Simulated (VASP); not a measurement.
Wanted: the native input for a VASP 6.6.1 run.

```
Task                   : relaxation of cell and atoms
Functional             : PBE
Dispersion             : D3(BJ)
Potentials or basis    : VASP PAW PBE potentials, release 64 (C)
Cutoff                 : 600 eV
k mesh                 : 21 × 21 × 6
Occupations            : gaussian, width 0.1 eV
Spin                   : no spin polarisation
Dipole correction      : no
Further INCAR settings : ALGO = Normal; EDIFF = 1e-07; IBRION = 2; EDIFFG = -0.005; NSW = 100; ISIF = 3
```

The structure of C lies in POSCAR:

```
C
1.0
    2.4700000000      0.0000000000      0.0000000000
   -1.2350000000      2.1390827473      0.0000000000
    0.0000000000      0.0000000000      6.7900000000
C
4
Direct
    0.0000000000      0.0000000000      0.0000000000
    0.0000000000      0.0000000000      0.5000000000
    0.3333333333      0.6666666667      0.0050000000
    0.6666666667      0.3333333333      0.5050000000
```

This is a stacking variant of graphite.

One way to write it, as run:

INCAR

```
SYSTEM = C
  PREC = Accurate
  ENCUT = 600
  EDIFF = 1E-7
  ISMEAR = 0
  SIGMA = 0.1
  LREAL = .False.
  LASPH = .True.
  NELM = 100
  ALGO = Normal
  ISIF = 3
  LWAVE = .False.
  LCHARG = .False.
  GGA = PE
  IVDW = 12
  IBRION = 2
  NSW = 100
  EDIFFG = -0.005
```

KPOINTS

```
regular mesh
0
Gamma
  21 21 6
  0 0 0
```

Potentials or basis: VASP PAW PBE potentials, release 64 (C).

Run with:

```bash
$ cat potpaw_PBE.64/C/POTCAR > POTCAR
$ mpirun -np 1 vasp_std > vasp.out
```

Results of the run:

- Relaxed volume: 8.79 Å³/atom
- Relaxed cell: a = 2.465 Å, b = 2.465 Å, c = 6.677 Å, α = 90.00°, β = 90.00°, γ = 120.00°
- Space group after relaxing (to 0.05 Å): P6_3/mmc (No. 194)
- Energy gained by relaxing: 5.3 meV/atom
- Ionic steps: 12
- Pressure after relaxing: 0.0 GPa
- Band gap on the k mesh: none (metal or under the smearing width)
- Dispersion energy per atom: -0.157 eV

Wall time 11 min on 1 thread of Intel(R) Xeon(R) Platinum 8259CL CPU @ 2.50GHz (Skylake/Cascade Lake) (shared host), peak memory 0.23 GiB.
